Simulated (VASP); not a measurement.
Given:

```xyz
2
Lattice="3.5824 0.0000 0.0000 -1.7912 3.1025 0.0000 0.0000 0.0000 5.7344" Properties=species:S:1:pos:R:3 pbc="T T T"
Tb     0.0000     0.0000     0.0000
Nd     0.0000     2.0683     2.8672
```

All values below come from PBEsol GGA, VASP's PBE PAW potentials (set 64) (plane waves; VASP). Settings: 400 eV cut-off, 13×13×7 Γ-centred mesh, tetrahedra with Blöchl corrections, potentials Tb_3 Nd_3.

The 4f electrons are frozen in the core of the lanthanide potential, so 4f levels, which can set the real gap, and their magnetism are missing.

Task: Estimate the energy per atom (σ→0), band gap (on the k-mesh) with the smallest direct gap where there is one.

Result: 
```
Quantity                                                    Result
------------------------  ----------------------------------------
band gap (on the k-mesh)  none (metal, semimetal or under 0.01 eV)
energy per atom (σ→0)                               -5.056 eV/atom
```

The structure comes from a computed database's TbNd entry (P-6m2); how it stands against other phases isn't given here. It was relaxed first, which changed the volume by -7 %.
